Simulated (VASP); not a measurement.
Data:

```yaml
crystal:
  lattice:
    - [0.00000, 2.69860, 2.69860]
    - [2.69860, 0.00000, 2.69860]
    - [2.69860, 2.69860, 0.00000]
  atoms:
    - { symbol: Cd, position: [0.00000, 0.00000, 0.00000] }
    - { symbol: S, position: [0.50000, 0.50000, 0.50000] }
```

Calculation: PBEsol GGA, VASP's PBE PAW potentials (set 64) (plane waves; VASP). Settings: 400 eV cut-off, Gaussian smearing of 0.050 eV, potentials Cd S.

Estimate the band gap (along the path) with the smallest direct gap where there is one.

```
Property                                Value
------------------------------------  -------
band gap (along the path)             0.12 eV
smallest direct gap (along the path)  1.81 eV
```

The absolute energy has meaning only against runs of the same code, potentials and settings.

The structure comes from a computed database's CdS entry (Fm-3m); how it stands against other phases isn't given here. It was relaxed first, which changed the volume by -6 %.
